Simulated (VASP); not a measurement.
Data:

```
Al32NO47
1.0
    9.17585    -4.80660     0.00041
    9.17585     4.80660     0.00041
    6.65764     0.00000     7.93570
Al O N
32 47 1
Direct
  0.42198   0.42584   0.42808
  0.17600   0.17600   0.17600
  0.07400   0.07400   0.07400
  0.32400   0.32400   0.32400
  0.42600   0.42600   0.92600
  0.17600   0.17600   0.67600
  0.07400   0.07400   0.57400
  0.32300   0.32629   0.82542
  0.42600   0.92600   0.42600
  0.17600   0.67600   0.17600
  0.07400   0.57400   0.07400
  0.32400   0.82400   0.32400
  0.42600   0.92600   0.92600
  0.17276   0.67334   0.68024
  0.07935   0.57028   0.57542
  0.32400   0.82400   0.82400
  0.92600   0.42600   0.42600
  0.67600   0.17600   0.17600
  0.57400   0.07400   0.07400
  0.82400   0.32400   0.32400
  0.92600   0.42600   0.92600
  0.67600   0.17600   0.67600
  0.57400   0.07400   0.57400
  0.82400   0.32400   0.82400
  0.92600   0.92600   0.42600
  0.67600   0.67600   0.17600
  0.57400   0.57400   0.07400
  0.82400   0.82400   0.32400
  0.92600   0.92600   0.92600
  0.67600   0.67600   0.67600
  0.57400   0.57400   0.57400
  0.82400   0.82400   0.82400
  0.22200   0.02800   0.37500
  0.02800   0.37500   0.22200
  0.27800   0.47200   0.12500
  0.12500   0.27800   0.47200
  0.47200   0.12500   0.27800
  0.37500   0.22200   0.02800
  0.22200   0.02800   0.87500
  0.02850   0.37650   0.72526
  0.12576   0.27974   0.96636
  0.47155   0.12439   0.77655
  0.37979   0.21935   0.52480
  0.21444   0.52804   0.37999
  0.02800   0.87500   0.22200
  0.27800   0.97200   0.12500
  0.12020   0.77451   0.47784
  0.47816   0.62101   0.27506
  0.37500   0.72200   0.02800
  0.21727   0.52809   0.87904
  0.02800   0.87500   0.72200
  0.27800   0.97200   0.62500
  0.12500   0.77800   0.97200
  0.47200   0.62500   0.77800
  0.37658   0.72148   0.52315
  0.72200   0.02800   0.37500
  0.52800   0.37500   0.22200
  0.77800   0.47200   0.12500
  0.62521   0.28310   0.47218
  0.97200   0.12500   0.27800
  0.87500   0.22200   0.02800
  0.72200   0.02800   0.87500
  0.52310   0.37454   0.72636
  0.77800   0.47200   0.62500
  0.62500   0.27800   0.97200
  0.97200   0.12500   0.77800
  0.87500   0.22200   0.52800
  0.72200   0.52800   0.37500
  0.52800   0.87500   0.22200
  0.77800   0.97200   0.12500
  0.62500   0.77800   0.47200
  0.97200   0.62500   0.27800
  0.87500   0.72200   0.02800
  0.72200   0.52800   0.87500
  0.52800   0.87500   0.72200
  0.77800   0.97200   0.62500
  0.62500   0.77800   0.97200
  0.97200   0.62500   0.77800
  0.87500   0.72200   0.52800
  0.28004   0.46789   0.62971
```
Cell charge -1.

Computed with PBE GGA, VASP's PBE PAW potentials (set 64) (plane waves; VASP). Settings: PREC = Normal, LREAL = Auto, ISYM = 0, NELECT = 384.0, EDIFF = 1E-5, 400 eV cut-off, 1×1×1 Γ-centred mesh, Gaussian smearing of 0.050 eV, potentials Al O N.

The cell is charged, with a uniform compensating background. The supercell is sampled at Γ alone, which is coarse: total energies, pressure and levels can be off, energies of defects by several tenths of an eV.

Problem. The ions are relaxed. Which structure does the run end with?

Solution. 
```
Al32NO47
1.0
    9.17585    -4.80660     0.00041
    9.17585     4.80660     0.00041
    6.65764     0.00000     7.93570
Al O N
32 47 1
Cartesian
 10.69409   0.02328   3.43025
  4.40416  -0.00117   1.38988
  1.85108   0.00455   0.59184
  8.12139   0.00384   2.57657
 13.96296   0.00510   7.34697
  7.73606   0.00463   5.36458
  5.16828  -0.01109   4.55974
 11.38974   0.02218   6.49680
 15.24573   2.40280   3.38064
  8.98802   2.40307   1.39193
  6.43851   2.40366   0.59622
 12.68330   2.40626   2.58401
 18.57501   2.39876   7.35287
 12.28391   2.34758   5.36507
  9.79964   2.34784   4.55983
 16.01862   2.39963   6.53609
 15.24200  -2.40745   3.38795
  8.98961  -2.40026   1.40305
  6.43642  -2.39985   0.58449
 12.68542  -2.40678   2.57093
 18.57611  -2.39999   7.34084
 12.31801  -2.39755   5.36822
  9.76676  -2.39825   4.55521
 16.01451  -2.40375   6.54342
 19.82860  -0.00147   3.38915
 13.57518   0.00546   1.39591
 11.02122  -0.00181   0.59900
 17.28206  -0.00580   2.57348
 23.15413  -0.00546   7.35104
 16.91530  -0.01066   5.36386
 14.34775   0.00459   4.55876
 20.60753  -0.00144   6.53524
  4.80056  -0.92243   2.96893
  5.17551   1.66715   1.76760
  7.71329   0.92275   0.99429
  6.83814   0.73559   3.74670
  7.32790  -1.66575   2.20761
  5.65637  -0.74253   0.22280
  8.12288  -0.92811   6.94378
  8.46674   1.68106   5.74382
 10.16041   0.74031   7.74126
 10.65651  -1.69033   6.18437
  8.96308  -0.75788   4.18538
  9.34736   1.48187   2.94430
  9.75595   4.07414   1.75027
 12.29904   3.33050   0.99403
 11.44367   3.18744   3.71444
 11.92319   0.73986   2.18330
 10.25125   1.66651   0.22031
 12.73823   1.48282   6.97995
 13.08766   4.05409   5.73081
 15.62908   3.33329   4.96499
 14.76854   3.14493   7.71678
 15.24682   0.73634   6.17657
 13.61673   1.68075   4.17982
  9.37431  -3.33680   2.97947
  9.76935  -0.74296   1.76551
 12.30226  -1.47610   0.99451
 11.42785  -1.68957   3.73955
 11.91150  -4.06636   2.21413
 10.24486  -3.13943   0.23542
 12.71038  -3.33680   6.94349
 13.12112  -0.75745   5.73854
 15.63106  -1.47287   4.95912
 14.75574  -1.66546   7.71601
 15.23469  -4.07242   6.18213
 13.58175  -3.14473   4.19778
 13.96098  -0.92785   2.97936
 14.35701   1.66768   1.75281
 16.88921   0.92916   0.99433
 16.02488   0.73437   3.74158
 16.49208  -1.66204   2.20814
 14.84653  -0.73187   0.23884
 17.28265  -0.92232   6.95522
 17.67931   1.66126   5.72634
 20.21837   0.93062   4.96193
 19.34921   0.74031   7.71021
 19.81519  -1.61866   6.21068
 18.17233  -0.75184   4.19353
 11.04156   0.95824   4.96301
```
Cell charge -1.

Problem. How much energy does the relaxation gain?

Solution. The energy (σ→0) changes by -11.0 meV/atom, in 14 ionic steps.

The cell is a supercell with a defect, built from Al2O3 (corundum): N_O, charge -1. The run is not spin-polarised, so no state with unpaired spins was tried.
